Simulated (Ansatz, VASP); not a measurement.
# Gd (Gadolinium) in two plane-wave programs, part 2 of 2

One calculation is typed for both programs; each brings its own data sets and cutoff. How far apart do they land? The cell is taken from a series of VASP runs on this material, whose earlier steps may have relaxed, scaled or displaced it; both programs get it as it stands.

VASP 6.6.1 and Ansatz 0.2.0.

So far: Starting point; VASP: zone-centre phonons, PBEsol, DFT+U.

## Step 3: Ansatz: zone-centre phonons, PBEsol, DFT+U

Level of this step: Ansatz beside VASP: Kohn-Sham DFT, plane waves, PBEsol, DFT+U (Ansatz).

Ansatz runs on its default PAW (the set named soft_2) files.

The same cell, functional, mesh and smearing now go to Ansatz, which takes its cutoff from its data sets.

The input, input.yaml:

```yaml
crystal:
  lattice:
    - [3.5811254439, 0.0, 0.0]
    - [-1.790562722, 3.1013456086, 0.0]
    - [0.0, 0.0, 5.6956788021]
  atoms:
    - { symbol: Gd, position: [0.3333333333, 0.6666666667, 0.25], spin: 7.13 }
    - { symbol: Gd, position: [0.6666666667, 0.3333333333, 0.75], spin: 7.13 }
hamiltonian:
  xc: pbesol
  pseudopotentials: { kind: paw }
  hubbard: { sites: [{ species: Gd, l: f, u_eff: 5.0 }] }
magnetization:
  spin_polarized: true
kpoints:
  mp_grid: { grid: [12, 12, 7] }
scf:
  occupations: { method: methfessel_paxton, width: 0.2 }
phonons:
  method: dfpt
  qpoints: [[0, 0, 0]]
```

On the command line:

```bash
ansatz run input.yaml --threads 4 --pin off --max-ram 9216MiB --backend cpu --events-out ev --progress --plain --runs-dir out
```

Numbers of over 12 decimals in the logs are rounded to 6 here.

The program printed:

```text
Gd: projections on atomic orbitals take those of the free atom [Kr 4d10] 4f7 5s2 5p6 5d1 6s2, of charge +0.00 (hamiltonian.pseudopotentials.projection_atoms); the dataset's partial waves leave at most 2.5e-4 of an orbital's norm unspanned inside its sphere
Engine: ansatz 0.2.0, x86_64-unknown-linux-gnu
Pseudopotentials: kind: paw
Pseudopotential: Gd, paw, valence charge 18, recommended cutoff 420 eV (normal), Gd.paw.azcp
Functional definition: PBEsol
  exchange = pbesol_x
  correlation = pbesol_c
Crystal: 2 atoms, lattice volume = 63.258 Å³
Basis set: ecut = 420 eV, 1225 PW (Γ), exchange–correlation on 48×48×80 points (8 copies of the dense FFT grid, shifted against one another)
Bands: 31, of which v1, the nominal top of the filled ones, is band 18 counted from 1 (17 counted from 0)
Symmetry: 24 space group operations
Space group: P63/mmc (ITA 194), of the structure as read, at distance tolerance 4.0e-5 Å
Magnetic group: BNS 194.263 (UNI 1493), of the structure as read, at distance tolerance 4.0e-5 Å
k-points: 76 of 1008
Non-local potential: Gd, projectors of the file, l = 0: 3, l = 1: 2, l = 2: 2, l = 3: 3
PAW form: soft (Blöchl's): semilocal exchange-correlation on the pseudo side does not see the compensation charge
PAW frozen core: Gd, regenerated for the run's functional, and the local potential with it (the file was generated under x = pbe(κ = 0.804, μ = 0.219515), c = pbe(β = 0.066725))
PAW one-centre angular grid: Gd, 590 points (default); XC on 64 Gauss nodes
Initial density: superposition of atomic densities (chi_scale 0.1, normalization cell)
Initial wavefunctions: pseudopotential atomic-orbital guess
Functional: x = pbesol(κ = 0.804, μ = 0.123457), c = pbesol(β = 0.046)
Initial density: handed on by an earlier stage of this run
SCF 1 converged in 5 iterations: F = -18455.770732 eV  dr2 = 5.69e-9
  greatest PAW one-centre occupation: 0.999 electrons in one spin orbital (limit 2), on the Gd atom at site 1 (counted from 0), in its partial waves of l = 0
k-points: 277 of 1008 (irreducible under 2 space group operations, time reversal used)
Initial density: read from a saved state, or passed on in memory by an earlier SCF of this step, an earlier step, the calling program or the single point that the run made first
Stability of the state it starts from, as read at its close in the collinear treatment: not read, because cold or Methfessel-Paxton smearing, or corrected tetrahedra, fill the levels in a way that the test cannot read (fill_not_monotonic); nothing settles its magnetic order
Starting moments: Σ|m| = 14.26 μB on 2 of 2 sites; this step starts from the density that it was given
iter 1 solved again at ethr=3.64e-8 eV; its pass at ethr=3.10e-3 eV (dr2=1.31e-5 eV) is discarded
SCF iter   1: F=—  HF=-18455.770732 eV  |F-HF|=—  |Δ(HF+E_count)|=         —  Δρ=2.22e-6 (↑2.09e-6 ↓2.22e-6)  dr2=5.28e-9  dr2_m=9.73e-10  M=15.530 μB ∫|m|=15.530 μB  β_m=0.30  ethr=3.64e-8  ⟨swp⟩=4.0  Hψ=120118  notcnv=0
preconditioner: auto → Kerker (q_TF=auto, 2.484 Å⁻¹)  [metal: Δε(μ)=0.011 eV  Ē_g=14.215 eV  σ=0.200 eV  W_gap=0.05  n_scr=22 (ndim 8)  ℏωp=26.4 eV  f_vac=0.000  D(μ)=1.72/eV (n_scr^D=10)]
spin=Collinear: Kerker preconditioning applied to the charge; magnetization (m = ρ↑ − ρ↓) channel mixes plain (no charge-response kernel on spin).
SCF iter   2: F=—  HF=-18455.770732 eV  |F-HF|=—  |Δ(HF+E_count)|=   7.99e-8  S|Δr|=    0.00e0  Δρ=1.82e-6 (↑1.82e-6 ↓1.80e-6)  dr2=3.72e-9  dr2_m=6.96e-10  M=15.530 μB ∫|m|=15.530 μB  β_m=0.65  ethr=1.47e-11  ⟨swp⟩=2.9  Hψ=34442  notcnv=0
SCF iter   3: F=—  HF=-18455.770732 eV  |F-HF|=—  |Δ(HF+E_count)|=   6.80e-9  S|Δr|=    0.00e0  Δρ=5.91e-7 (↑3.94e-7 ↓5.91e-7)  dr2=1.76e-10  dr2_m=9.32e-11  M=15.530 μB ∫|m|=15.530 μB  β_m=0.64  ethr=1.03e-11  ⟨swp⟩=2.0  Hψ=27388  notcnv=0
SCF iter   4: F=—  HF=-18455.770732 eV  |F-HF|=—  |Δ(HF+E_count)|=  5.75e-10  S|Δr|=    0.00e0  Δρ=3.08e-7 (↑1.51e-7 ↓3.08e-7)  dr2=7.00e-11  dr2_m=1.90e-11  M=15.530 μB ∫|m|=15.530 μB  β_m=0.82  ethr=1.00e-12  ⟨swp⟩=2.0  Hψ=27475  notcnv=0
SCF iter   5: F=—  HF=-18455.770732 eV  |F-HF|=—  |Δ(HF+E_count)|=  1.31e-10  S|Δr|=    0.00e0  Δρ=1.33e-7 (↑6.40e-8 ↓1.33e-7)  dr2=1.59e-11  dr2_m=4.21e-12  M=15.530 μB ∫|m|=15.530 μB  β_m=0.91  ethr=1.00e-12  ⟨swp⟩=2.0  Hψ=19137  notcnv=0
SCF iter   6: F=-18455.770732 eV  HF=-18455.770732 eV  |F-HF|=7.28e-12  |Δ(HF+E_count)|=  2.18e-11  S|Δr|=    0.00e0  Δρ=3.72e-8 (↑2.62e-8 ↓3.72e-8)  dr2=2.18e-12  dr2_m=2.67e-13  M=15.530 μB ∫|m|=15.530 μB  ethr=1.00e-12  ⟨swp⟩=6.5  Hψ=69917  notcnv=0
SCF 2 converged in 6 iterations: F = -18455.770732 eV  dr2 = 2.18e-12
this state was not tested for a lower state beside it, because cold or Methfessel-Paxton smearing, or corrected tetrahedra, fill the levels in a way that the test cannot read (fill_not_monotonic; see scf.lower_state_search)
DFPT response loops at Γ: preconditioner auto → Kerker (q_TF=auto, 2.484 Å⁻¹) (partly filled bands, converged f_vac=0.000); β = 1.00, the filter's whole step (`scf.mixing.beta` (0.30) is not read by the response loops under this deck's `scf.mixing.preconditioner`; to damp them name `kerker` or `kerker_dos`, under which they read `scf.mixing.beta`, and type it under 1.00, their step now; both keys bind the ground state too); Broyden in place of MSR1
SCF converged after 6 iterations
Magnetization: 15.5298 μB (25.7649 up, 10.2351 down)
Absolute magnetization: 15.5298 μB (∫|ρ↑−ρ↓|, with the PAW one-centre terms)
Spin contamination: 0.0115 ħ² per cell (⟨S²⟩ above its minimum at these occupations)
Per-site moments (μB) at R_I (Å): [(7.464100, 1.451684), (7.464100, 1.451684)]
Free energy (F): -18455.770732 eV
Harris-Foulkes:  -18455.770732 eV  (|F-HF|=7.28e-12)
Internal energy: -18455.774371 eV  (E = F + TS)
E sigma→0 (E₀):  -18455.771642 eV
Entropy (-TS):   0.003639 eV (1.819 meV/atom)
Fermi energy:    12.810197 eV
--- Per-component energies (eV) ---
  E_band       = -86.876780
  E_kinetic    = 810.456522
  E_local      = -4133.346073  (includes V_loc(G=0)·N_el)
  E_nonlocal   = 577.291994
  E_hartree    = 1703.594588
  E_xc         = -464.400890
  E_vxc        = -506.234844  (∫ρ·V_xc dr)
  E_hubbard    = 0.056853  (on-site DFT+U / exact-exchange correction)
  E_vhub       = -34.901132  (the Hubbard potential's part of the band-sum identity)
  E_paw        = -12690.407260  (= ΣΔE_a)
  E_vpaw       = -207.332404  (= ΣTr[D̂ρ^β])
  E_aug_tail   = 0.000000  (compensation charges beyond the density's cutoff)
  E_ewald      = -4260.342447
  E_core_change = 1.322342  (= ΣΔE_core)
  E_smearing   = 0.003639  (= −TS)
  E_closure    = 0.000000  (closes the sum)
  Σ components = -18455.770732   (vs F -18455.770732, Δ=0.00e0)
--- Band table (eV; the first three rows and the last of 554) ---
  k-point 0 ↑: bands = [... 14 lower, 5.2001, 5.2158, 5.2158, 5.2210, 5.2648, 5.2648, 5.2922, 5.2979, ... 9 higher]
  k-point 1 ↑: bands = [... 14 lower, 5.2057, 5.2193, 5.2197, 5.2197, 5.2710, 5.2710, 5.2924, 5.2976, ... 9 higher]
  k-point 2 ↑: bands = [... 14 lower, 5.1871, 5.2128, 5.2439, 5.2439, 5.2779, 5.2779, 5.2932, 5.2968, ... 9 higher]
  k-point 276 ↓: bands = [... 14 lower, 15.0068, 15.1559, 15.4177, 15.4242, 15.4645, 15.4681, 15.5606, 15.5643, ... 9 higher]
Occupation matrices written to <dir>
--- Phonons (Γ-DFPT): 2 representative perturbations + reference, on 277 of 1008 k-points (Σ response iterations 14) ---
  k mesh reduced under 2 symmetry operations, with k and −k counted as one. Each operation leaves every solved perturbation unchanged. A smaller set is not considered because the run has a Hubbard term
  ASR residual: 8.605e-5 → 0.000e0 eV/Å²; symmetrization residual: 3.192e-8 eV/Å²
  ASR residual per site (eV/Å²): 8.61e-5 8.61e-5
  Γ frequencies (cm⁻¹): 0.00 0.00 0.00 62.81 62.81 105.24
  non-analytic LO–TO correction: not included (Born effective charges unavailable; polar crystals: no LO–TO splitting at Γ)
--- Phonons (arbitrary-q DFPT): 1 explicit q-point ---
  q = [0, 0, 0] (of the zone-centre solve; hermiticity 1.29e-8, symmetrization 6.46e-9): 0.00 0.00 0.00 62.81 62.81 105.24
  sum rule: each row above includes the acoustic sum rule's correction from the zone centre's row sums; it moved no ω² by more than (0.39 cm⁻¹)²
```

Run time: 63 s. Hardware: 4 threads of Intel Xeon 6975P-C (Granite Rapids), shared host; peak memory 2.7 GiB.

Reading the cycles: dr2 is the Hartree energy of the density residual (eV), the measure of convergence; HF is the Harris–Foulkes estimate of the energy, which meets the free energy F at convergence.

## Step 4: Side by side

Known differences besides the potentials themselves: U acts on the PAW sphere in VASP and on atomic orbitals in Ansatz, so only states and trends compare; the cutoff is 420 eV in Ansatz and 450 eV in VASP; Ansatz makes its cores anew for this functional, VASP keeps those of its PBE data sets; VASP uses finite displacements, Ansatz perturbation theory. Total energies have different zeros and are not compared.

Both answers:

```tsv
quantity	Ansatz	VASP	difference
optical mode 1 to 2 (cm⁻¹)	62.8	64.0	-1.89 %
optical mode 3 (cm⁻¹)	105.2	104.5	+0.74 %
```

Modes are paired by rising frequency and degeneracy, not by their patterns, so a pair may still set unlike modes beside each other.

## Step 5: Results

```
r.m.s. difference of the optical zone-centre modes, each program's sorted by frequency (zone-centre phonons, PBEsol, DFT+U) : 1.1 cm⁻¹
difference in optical mode 1 to 2 (zone-centre phonons, PBEsol, DFT+U)                                                      : -1.9 %
```

**Reading.** The r.m.s. difference of the optical zone-centre modes, each program's sorted by frequency is 1.1 cm⁻¹ (zone-centre phonons, PBEsol, DFT+U). Among the rows given in per cent, the largest difference of the zone-centre phonons, PBEsol, DFT+U pair is in optical mode 1 to 2, -1.9 %. How closely two codes agree says nothing of how well the functional describes the real material.

[Lines on the potential files, build, host, timing and source positions are cut from VASP's logs without a mark.]

[Logs are printed without paths, hosts, clocks, repeated set-up lines and the standing remarks that a program may print on its own settings, such as how far it seeks lower states.]

[Hosts, paths, dates, database ids (printed as entryN), source tags and the programs' standing remarks are cut or masked in the printed files.]
